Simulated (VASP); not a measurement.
The system is Ta.

```xyz
1
Lattice="-1.6513 1.6513 1.6513 1.6513 -1.6513 1.6513 1.6513 1.6513 -1.6513" Properties=species:S:1:pos:R:3 pbc="T T T"
Ta    0.0000    0.0000    0.0000
```

| Property | Result |
| --- | --- |
| Program | VASP 6.6.1 |
| Task | relaxation of cell and atoms |
| Functional | PBE |
| Potentials or basis | VASP PAW PBE potentials, release 64 (Ta_pv) |
| Cutoff | 520 eV |
| k mesh | 18 × 18 × 18 |
| Occupations | gaussian, width 0.1 eV |
| Spin | no spin polarisation |

At the start: pressure 1.3 GPa; volume 18.01 Å³/atom.

Question: How do energy, volume and symmetry change on relaxing?

Answer: Over 42 steps the energy falls by 2.9 meV/atom and the volume is 18.27 Å³/atom (+1.4 %); space group Im-3m (No. 229, to 0.05 Å).

Step by step:
```tsv
step	energy change (eV)	largest force (eV/Å)	pressure (GPa)	volume (Å³)
1	0.0000	0.0000	1.26	18.01
3	0.0455	0.0000	-9.69	19.53
5	-0.0043	0.0000	-13.96	18.57
7	-0.0021	0.0000	-2.44	18.43
9	-0.0025	0.0000	-1.69	18.40
11	-0.0048	0.0000	-7.60	18.04
13	0.0117	0.0000	8.47	17.65
15	0.0002	0.0000	7.08	17.97
17	-0.0006	0.0000	3.52	18.02
19	-0.0033	0.0000	5.64	18.19
21	0.0503	0.0000	-10.46	19.60
23	0.0029	0.0000	-13.60	18.79
25	0.0023	0.0000	-4.81	18.68
27	-0.0024	0.0000	-7.14	18.49
29	0.0622	0.0000	13.73	16.99
31	0.0014	0.0000	15.46	17.82
33	0.0012	0.0000	4.79	17.94
35	-0.0049	0.0000	8.43	18.22
37	-0.0009	0.0000	-12.33	18.68
39	-0.0030	0.0000	-3.20	18.31
41	-0.0029	0.0000	-0.08	18.27
42	-0.0029	0.0000	0.01	18.27
```

Final structure:
```cif
data_structure
_symmetry_space_group_name_H-M 'P 1'
_symmetry_Int_Tables_number 1
_cell_length_a 2.8737
_cell_length_b 2.8737
_cell_length_c 2.8737
_cell_angle_alpha 109.471
_cell_angle_beta 109.471
_cell_angle_gamma 109.471
_cell_volume 18.27
loop_
_atom_site_label
_atom_site_type_symbol
_atom_site_fract_x
_atom_site_fract_y
_atom_site_fract_z
_atom_site_occupancy
Ta1 Ta 0.00000 0.00000 0.00000 1
```
